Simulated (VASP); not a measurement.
OSZICAR of a VASP run on Fe$_{2}$O$_{3}$ (corundum):

**OSZICAR**
```
       N       E                     dE             d eps       ncg     rms          rms(c)
DAV:   1     0.821014468896E+03    0.82101E+03   -0.32716E+04  5120   0.206E+03
DAV:   2     0.552523015356E+02   -0.76576E+03   -0.74177E+03  5176   0.521E+02
DAV:   3    -0.124532782424E+03   -0.17979E+03   -0.17474E+03  7216   0.249E+02
DAV:   4    -0.148073231156E+03   -0.23540E+02   -0.22784E+02  8200   0.868E+01
DAV:   5    -0.149256874472E+03   -0.11836E+01   -0.11795E+01  7504   0.218E+01    0.479E+01
DAV:   6    -0.117463254558E+03    0.31794E+02   -0.24171E+02  7880   0.169E+02    0.594E+01
DAV:   7    -0.108808630257E+03    0.86546E+01   -0.82277E+01  7368   0.128E+02    0.306E+01
DAV:   8    -0.109926489955E+03   -0.11179E+01   -0.13209E+01  8880   0.449E+01    0.196E+01
DAV:   9    -0.110150112417E+03   -0.22362E+00   -0.12650E+01  9592   0.614E+01    0.937E+00
DAV:  10    -0.109338229194E+03    0.81188E+00   -0.33949E+00  8432   0.381E+01    0.342E+00
DAV:  11    -0.110080586771E+03   -0.74236E+00   -0.18282E+00  8520   0.112E+01    0.107E+00
DAV:  12    -0.110097356051E+03   -0.16769E-01   -0.69128E-02  6696   0.336E+00    0.207E-01
DAV:  13    -0.110100050090E+03   -0.26940E-02   -0.70530E-03  6728   0.156E+00    0.251E-01
DAV:  14    -0.110100337841E+03   -0.28775E-03   -0.14847E-03  9232   0.533E-01    0.179E-01
DAV:  15    -0.110100383817E+03   -0.45976E-04   -0.20182E-03 10064   0.679E-01    0.104E-01
DAV:  16    -0.110100309331E+03    0.74486E-04   -0.75467E-04  9560   0.258E-01    0.301E-02
DAV:  17    -0.110100318479E+03   -0.91480E-05   -0.64862E-05  5416   0.686E-02    0.171E-02
DAV:  18    -0.110100318451E+03    0.28381E-07   -0.97773E-06  5536   0.264E-02    0.575E-03
DAV:  19    -0.110100319343E+03   -0.89198E-06   -0.39500E-06  8576   0.212E-02    0.429E-03
DAV:  20    -0.110100319090E+03    0.25306E-06   -0.28870E-07  2968   0.731E-03    0.303E-03
DAV:  21    -0.110100319013E+03    0.77056E-07   -0.12854E-06  5560   0.658E-03    0.150E-03
DAV:  22    -0.110100319149E+03   -0.13638E-06   -0.12074E-07  2560   0.369E-03    0.111E-03
DAV:  23    -0.110100319201E+03   -0.52303E-07   -0.44685E-08  2560   0.326E-03
   1 F= -.11010032E+03 E0= -.11010032E+03  d E =0.000000E+00  mag=     0.0000
       N       E                     dE             ncg
       N       E                     dE             ncg
```

**Question.** Which electronic solver shows in the log?

**Answer.** It is blocked Davidson (ALGO = Normal, or the opening steps of other solvers). The INCAR had ALGO = Normal.

**Question.** How was spin treated?

**Answer.** Collinear spin (ISPIN = 2): the summary line carries one mag value, 0.00 μB in the cell.

**Question.** Can the final energy be trusted as converged?

**Answer.** The run converged. It stopped with EDIFF = 1E-7, NELM = 100 (r2SCAN meta-GGA, plane waves, VASP's PBE PAW potentials (set 64)).

The compound is Fe2O3 in the corundum structure. It was relaxed first.
